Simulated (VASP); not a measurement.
Input:

```
MnF2
1.0
    4.87060     0.00000     0.00000
    0.00000     4.87060     0.00000
    0.00000     0.00000     3.30658
Mn F
2 4
Direct
  0.00000   0.00000   0.00000
  0.50000   0.50000   0.50000
  0.30298   0.30298   0.00000
  0.80298   0.19702   0.50000
  0.19702   0.80298   0.50000
  0.69702   0.69702   0.00000
```
Starting moments (μB, in the order of the record's atoms Mn Mn F F F F): 4.5 -4.5 0.0 0.0 0.0 0.0.

These are rev-vdW-DF2, VASP's PBE PAW potentials (set 64) (plane waves; VASP 6.6.1) values and carry that method's errors. Numerical set-up: 520 eV cut-off, 5×5×8 Γ-centred mesh, tetrahedra with Blöchl corrections, potentials Mn_pv F.

The cores are frozen, which limits the accuracy of field gradients.

Problem. Give the principal components of the electric field gradient (V/Å²) and the asymmetry η at each nucleus.

Solution. 
| atom | Vxx | Vyy | Vzz | η |
|---|---|---|---|---|
| Mn1 | -15.8 | -9.7 | 25.4 | 0.24 |
| Mn2 | -15.8 | -9.7 | 25.4 | 0.24 |
| F3 | 44.9 | 17.6 | -62.5 | 0.44 |
| F4 | 44.9 | 17.6 | -62.5 | 0.44 |
| F5 | 44.9 | 17.6 | -62.5 | 0.44 |
| F6 | 44.9 | 17.6 | -62.5 | 0.44 |

The compound is MnF2 in the rutile structure. It was relaxed first.
